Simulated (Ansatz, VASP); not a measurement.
# Si in two plane-wave programs

Aim: how closely do two programs agree when they are given the same cell, functional and k mesh? The structure shown is frame 161 of Ansatz's trajectory.

Calculated with Ansatz 0.2.0; plane waves, with VASP 6.6.1 beside it; single point at LDA.

**1. Set-up**

The cell holds 64 atoms: 64 Si. Cell: a = 10.862 Å, b = 10.862 Å, c = 10.862 Å, α = 90.0°, β = 90.0°, γ = 90.0°. It derives from Si (diamond-structure), repeated 2×2×2. As first built, before any earlier steps moved the atoms (in the runner's words): diamond-structure Si (a = 5.431 A), 2 x 2 x 2 conventional cells; every coordinate displaced by a Gaussian of 0.05 A.

**2. Ansatz: dynamics, LDA**

Ansatz runs on its default PAW (the set named soft_2) files.

One frame of this run of dynamics is then solved in both programs, so the motion causes no difference.

input.yaml

```yaml
crystal:
  lattice:
    - [10.862, 0.0, 0.0]
    - [0.0, 10.862, 0.0]
    - [0.0, 0.0, 10.862]
  atoms:
    - { symbol: Si, position: [0.99533, 0.99994, 0.99277] }
    - { symbol: Si, position: [0.12696, 0.12429, 0.1264] }
    - { symbol: Si, position: [0.99322, 0.24961, 0.25257] }
    - { symbol: Si, position: [0.1252, 0.36758, 0.38281] }
    - { symbol: Si, position: [0.2477, 0.00456, 0.24686] }
    - { symbol: Si, position: [0.38095, 0.12813, 0.37958] }
    - { symbol: Si, position: [0.25606, 0.25274, 0.9991] }
    - { symbol: Si, position: [0.37749, 0.37047, 0.12687] }
    - { symbol: Si, position: [0.00351, 0.00106, 0.49773] }
    - { symbol: Si, position: [0.12868, 0.12697, 0.62361] }
    - { symbol: Si, position: [0.99679, 0.24262, 0.75316] }
    - { symbol: Si, position: [0.1221, 0.37758, 0.87526] }
    - { symbol: Si, position: [0.24761, 0.00189, 0.75962] }
    - { symbol: Si, position: [0.38551, 0.12171, 0.87194] }
    - { symbol: Si, position: [0.25531, 0.25408, 0.49695] }
    - { symbol: Si, position: [0.37626, 0.37505, 0.6235] }
    - { symbol: Si, position: [0.00502, 0.50971, 0.99868] }
    - { symbol: Si, position: [0.13127, 0.62954, 0.12643] }
    - { symbol: Si, position: [0.00063, 0.74648, 0.25164] }
    - { symbol: Si, position: [0.11337, 0.86621, 0.37427] }
    - { symbol: Si, position: [0.24719, 0.49187, 0.24651] }
    - { symbol: Si, position: [0.37308, 0.62356, 0.37532] }
    - { symbol: Si, position: [0.24599, 0.74971, 0.00109] }
    - { symbol: Si, position: [0.37259, 0.87856, 0.12788] }
    - { symbol: Si, position: [0.00072, 0.49734, 0.49667] }
    - { symbol: Si, position: [0.12115, 0.62727, 0.62939] }
    - { symbol: Si, position: [0.99959, 0.75121, 0.75563] }
    - { symbol: Si, position: [0.12695, 0.87666, 0.87445] }
    - { symbol: Si, position: [0.2506, 0.50524, 0.75774] }
    - { symbol: Si, position: [0.3788, 0.62357, 0.87201] }
    - { symbol: Si, position: [0.24989, 0.74992, 0.51264] }
    - { symbol: Si, position: [0.37838, 0.8733, 0.6283] }
    - { symbol: Si, position: [0.49579, 0.00098, 0.00397] }
    - { symbol: Si, position: [0.6218, 0.11743, 0.11653] }
    - { symbol: Si, position: [0.4916, 0.24375, 0.26093] }
    - { symbol: Si, position: [0.62974, 0.37434, 0.38309] }
    - { symbol: Si, position: [0.75265, 0.00049, 0.23864] }
    - { symbol: Si, position: [0.88044, 0.12661, 0.36955] }
    - { symbol: Si, position: [0.74915, 0.24712, 0.99834] }
    - { symbol: Si, position: [0.87405, 0.37183, 0.12809] }
    - { symbol: Si, position: [0.49352, 0.99974, 0.50045] }
    - { symbol: Si, position: [0.62943, 0.11662, 0.62935] }
    - { symbol: Si, position: [0.5028, 0.24749, 0.75264] }
    - { symbol: Si, position: [0.62203, 0.38162, 0.87271] }
    - { symbol: Si, position: [0.74866, 0.9986, 0.75638] }
    - { symbol: Si, position: [0.86833, 0.12749, 0.86971] }
    - { symbol: Si, position: [0.75262, 0.24352, 0.50457] }
    - { symbol: Si, position: [0.87069, 0.37965, 0.62611] }
    - { symbol: Si, position: [0.50732, 0.50172, 0.99604] }
    - { symbol: Si, position: [0.62544, 0.62761, 0.124] }
    - { symbol: Si, position: [0.50522, 0.7442, 0.25002] }
    - { symbol: Si, position: [0.62324, 0.87596, 0.37282] }
    - { symbol: Si, position: [0.75351, 0.4958, 0.25225] }
    - { symbol: Si, position: [0.87307, 0.62981, 0.37002] }
    - { symbol: Si, position: [0.75703, 0.7518, 0.99343] }
    - { symbol: Si, position: [0.88726, 0.87773, 0.12319] }
    - { symbol: Si, position: [0.49937, 0.49773, 0.49797] }
    - { symbol: Si, position: [0.6289, 0.62542, 0.62084] }
    - { symbol: Si, position: [0.50115, 0.75789, 0.7519] }
    - { symbol: Si, position: [0.6183, 0.8691, 0.87591] }
    - { symbol: Si, position: [0.74857, 0.49777, 0.76058] }
    - { symbol: Si, position: [0.87151, 0.62143, 0.87622] }
    - { symbol: Si, position: [0.74355, 0.75373, 0.50401] }
    - { symbol: Si, position: [0.87111, 0.87543, 0.61925] }
kpoints:
  mp_grid: { grid: [1, 1, 1] }
hamiltonian:
  xc: lda
scf:
  occupations: { method: fermi_dirac, width: 0.05 }
output:
  forces: true
md:
  timestep: 2.0
  n_steps: 484
  ensemble: nvt_nose_hoover
  temperature: 300
  initial_velocities: maxwell_boltzmann
  seed: 4382
```

Run with:

```bash
$ ansatz run input.yaml --threads 4 --pin off --max-ram 8192MiB --backend cpu --events-out ev --progress --plain --runs-dir out
```

Numbers of over 12 decimals in the logs are rounded to 6 here.

The log of the run:

```text
Warning: md: disabling space-group detection — thermal motion breaks the input geometry's symmetry, so no spatial operation reduces the k-mesh or symmetrises the density; time reversal is kept, so that k and −k are solved as one point where they differ and the mesh holds both, and exact exchange and, on two spinor components, a DFT+U term hold to it where the run has them: on two components no moment then forms, and  [...]
Engine: ansatz 0.2.0, x86_64-unknown-linux-gnu
Pseudopotentials: kind: paw
Pseudopotential: Si, paw, valence charge 4, recommended cutoff 420 eV (normal), Si.paw.azcp
Functional definition: SPW92
  exchange = slater_x
  correlation = pw_c
Crystal: 64 atoms, lattice volume = 1281.532 Å³
Basis set: ecut = 420 eV, 25173 PW (Γ)
Bands: 192, of which v1, the nominal top of the filled ones, is band 128 counted from 1 (127 counted from 0)
Symmetry: 1 space group operations
k-points: 1
Non-local potential: Si, projectors of the file, l = 0: 2, l = 1: 2, l = 2: 2
PAW form: soft (Blöchl's): semilocal exchange-correlation on the pseudo side does not see the compensation charge
PAW frozen core: Si, regenerated for the run's functional, and the local potential with it (the file was generated under x = pbe(κ = 0.804, μ = 0.219515), c = pbe(β = 0.066725))
PAW one-centre angular grid: Si, 110 points (default); XC on 64 Gauss nodes
Initial density: superposition of atomic densities (neutral atoms: chi_scale 0, normalization atom), corrected by the library's trained network
Initial wavefunctions: pseudopotential atomic-orbital guess
Functional: x = slater, c = lda
SCF iter   1: F=—  HF=-38943.370106 eV  |F-HF|=—  |Δ(HF+E_count)|=         —  Δρ=3.91e-3  dr2=2.08e-1  ethr=1.77e-3  ⟨swp⟩=7.0  Hψ=977  notcnv=0  defer=18
preconditioner: auto → Resta (q_TF=auto, 2.086 Å⁻¹)  ε∞=5.5  [insulator: Δε(μ)=0.378 eV  Ē_g=7.817 eV  σ=0.050 eV  W_gap=0.95  n_scr=202 (ndim 8)  ℏωp=16.6 eV  f_vac=0.000  D(μ)=2.77/eV (n_scr^D=6)  ε∞_Penn≈5.5]
SCF iter   2: F=—  HF=-38943.304043 eV  |F-HF|=—  |Δ(HF+E_count)|=   6.61e-2  Δρ=2.17e-3  dr2=6.83e-2  ethr=8.13e-5  ⟨swp⟩=1.0  Hψ=221  notcnv=0  defer=33
SCF iter   3: F=—  HF=-38943.272528 eV  |F-HF|=—  |Δ(HF+E_count)|=   3.15e-2  Δρ=2.09e-4  dr2=4.41e-4  ethr=2.67e-5  ⟨swp⟩=2.0  Hψ=284  notcnv=0  defer=33
SCF iter   4: F=—  HF=-38943.272420 eV  |F-HF|=—  |Δ(HF+E_count)|=   1.08e-4  Δρ=5.91e-5  dr2=3.99e-5  ethr=1.72e-7  ⟨swp⟩=2.0  Hψ=240  notcnv=0  defer=33
SCF iter   5: F=—  HF=-38943.271861 eV  |F-HF|=—  |Δ(HF+E_count)|=   5.59e-4  Δρ=9.75e-6  dr2=4.63e-6  ethr=1.56e-8  ⟨swp⟩=3.0  Hψ=331  notcnv=0  defer=33
SCF iter   6: F=—  HF=-38943.271860 eV  |F-HF|=—  |Δ(HF+E_count)|=   4.38e-7  Δρ=3.27e-6  dr2=2.83e-7  ethr=1.81e-9  ⟨swp⟩=2.0  Hψ=204  notcnv=0  defer=33
SCF iter   7: F=-38943.271861 eV  HF=-38943.271861 eV  |F-HF|=1.26e-8  |Δ(HF+E_count)|=   2.14e-8  Δρ=9.48e-7  dr2=2.75e-8  ethr=2.50e-11  ⟨swp⟩=4.0  Hψ=536  notcnv=0
SCF 1 converged in 7 iterations: F = -38943.271861 eV  dr2 = 2.75e-8
  greatest PAW one-centre occupation: 0.639 electrons in one spin orbital (limit 2), on the Si atom at site 5 (counted from 0), in its partial waves of l = 0
md step     0: t =     0.00 fs  T =   300.0 K  F+E_penalty+E_count = -38943.27186051 eV  E_kin = 2.443014 eV  conserved = -38940.82884653 eV  (7 SCF iters)
[... from here on, the SCF cycles and remarks between the steps are left out ...]
md step   475: t =   950.00 fs  T =   280.1 K  F+E_penalty+E_count = -38944.07737865 eV  E_kin = 2.280873 eV  conserved = -38940.83551515 eV  (3 SCF iters)
md step   476: t =   952.00 fs  T =   279.0 K  F+E_penalty+E_count = -38944.06827005 eV  E_kin = 2.272180 eV  conserved = -38940.83543857 eV  (3 SCF iters)
md step   477: t =   954.00 fs  T =   277.1 K  F+E_penalty+E_count = -38944.05221323 eV  E_kin = 2.256742 eV  conserved = -38940.83528547 eV  (3 SCF iters)
md step   478: t =   956.00 fs  T =   274.7 K  F+E_penalty+E_count = -38944.03164913 eV  E_kin = 2.236989 eV  conserved = -38940.83507807 eV  (3 SCF iters)
md step   479: t =   958.00 fs  T =   272.1 K  F+E_penalty+E_count = -38944.00986228 eV  E_kin = 2.216178 eV  conserved = -38940.83485554 eV  (3 SCF iters)
md step   480: t =   960.00 fs  T =   269.9 K  F+E_penalty+E_count = -38943.99038700 eV  E_kin = 2.197808 eV  conserved = -38940.83466714 eV  (6 SCF iters)
md step   481: t =   962.00 fs  T =   268.3 K  F+E_penalty+E_count = -38943.97627630 eV  E_kin = 2.184904 eV  conserved = -38940.83455425 eV  (3 SCF iters)
md step   482: t =   964.00 fs  T =   267.6 K  F+E_penalty+E_count = -38943.96940994 eV  E_kin = 2.179325 eV  conserved = -38940.83454990 eV  (3 SCF iters)
md step   483: t =   966.00 fs  T =   267.9 K  F+E_penalty+E_count = -38943.97006774 eV  E_kin = 2.181358 eV  conserved = -38940.83465489 eV  (3 SCF iters)
md step   484: t =   968.00 fs  T =   268.9 K  F+E_penalty+E_count = -38943.97692267 eV  E_kin = 2.189718 eV  conserved = -38940.83483442 eV  (6 SCF iters)
SCF converged after 6 iterations
Free energy (F): -38943.976923 eV
Harris-Foulkes:  -38943.976923 eV  (|F-HF|=2.09e-8)
Internal energy: -38943.940189 eV  (E = F + TS)
E sigma→0 (E₀):  -38943.958556 eV
Entropy (-TS):   -0.036734 eV (-0.574 meV/atom)
Fermi energy:    6.373081 eV
--- Per-component energies (eV) ---
  E_band       = 267.023471
  E_kinetic    = 2612.008368
  E_local      = -1845.782536  (includes V_loc(G=0)·N_el)
  E_nonlocal   = 1727.366872
  E_hartree    = 490.196492
  E_xc         = -3508.367935
  E_vxc        = -3018.155316  (∫ρ·V_xc dr)
  E_paw        = -31117.750701  (= ΣΔE_a)
  E_vpaw       = -188.807105  (= ΣTr[D̂ρ^β])
  E_aug_tail   = 0.000352  (compensation charges beyond the density's cutoff)
  E_ewald      = -7307.008267
  E_core_change = 5.397166  (= ΣΔE_core)
  E_smearing   = -0.036734  (= −TS)
  E_closure    = -0.000000  (closes the sum)
  Σ components = -38943.976923   (vs F -38943.976923, Δ=0.00e0)
--- Forces (eV/Å), atoms counted from 1 ---
  atom   1  Si    -0.12539371    -0.14841290     0.63992298
  atom   2  Si     0.83422854     0.08613149    -0.52023992
  atom   3  Si     0.65988603     0.38527631    -0.47520816
  atom   4  Si     0.15430264    -0.18264612    -0.34085040
  atom   5  Si    -0.94289644    -1.15942258     0.21992673
  atom   6  Si     0.73072959    -0.38538462    -0.49472198
  atom   7  Si    -0.49402727     0.73109970     0.97507083
  atom   8  Si    -0.50489547    -0.84869708     0.68611494
  atom   9  Si    -0.13255428    -0.59775916    -0.52119432
  atom  10  Si    -0.50727423     0.27913522     0.72529740
  atom  11  Si     0.25952548     0.62575366    -0.60951841
  atom  12  Si    -0.58783332    -0.66552026     0.29452350
  atom  13  Si     0.37484580     0.86765084     0.32142569
  atom  14  Si    -0.15287949    -0.42066371    -0.47742182
  atom  15  Si    -0.47137318     0.27013094     0.51626372
  atom  16  Si     0.52058220    -0.23743655     0.07495283
  atom  17  Si    -0.14073295    -0.45163737    -0.06829987
  atom  18  Si    -0.10430961    -0.07014311    -0.16184041
  atom  19  Si    -1.02587416    -1.40700730     0.09143361
  atom  20  Si     0.84032991     2.11027595     0.24674798
  atom  21  Si     1.24567871     0.37476536     0.19519206
  atom  22  Si    -0.50683204    -0.62689344     0.23128263
  atom  23  Si     0.71615322     0.16732387     0.07125519
  atom  24  Si    -0.03217571     0.09875092     0.04706405
[...]
atom  57  Si    -0.60832530     0.90022738     0.48761396
  atom  58  Si     0.20177379    -0.78280532     0.03048346
  atom  59  Si    -0.31794822    -0.50902932     0.48603449
  atom  60  Si     0.23261989     0.51794231    -0.54288729
  atom  61  Si    -0.03305058     0.16427559    -2.12249481
  atom  62  Si     0.59235540     1.03479386     1.01705997
  atom  63  Si     0.07683145     0.31117496     0.16920274
  atom  64  Si    -0.29803104     0.05741762    -0.24242271
  max |Σ_I F_I| component: 2.69e-5 eV/Å
--- MD trajectory: 484 steps, t = 0.0 → 968.0 fs ---
  final state: T = 268.9 K   F+E_penalty+E_count = -38943.97692267 eV   E_kin = 2.189718 eV
  conserved energy: peak-to-peak 8.864e-3 eV (1.385e-4 eV/atom) over 968.0 fs
```

In the SCF lines HF is the Harris–Foulkes energy and dr2 the Hartree energy of the density residual, in eV; the loop may stop once dr2 is under the threshold and the program's other checks hold. Hψ counts applications of the Hamiltonian.

(Continued in part 2 of 2.)

[Lines on the potential files, build, host, timing and source positions are cut from VASP's logs without a mark.]

[Logs are printed without paths, hosts, clocks, repeated set-up lines and the standing remarks that a program may print on its own settings, such as how far it seeks lower states.]

[Hosts, paths, dates, database ids (printed as entryN), source tags and the programs' standing remarks are cut or masked in the printed files.]
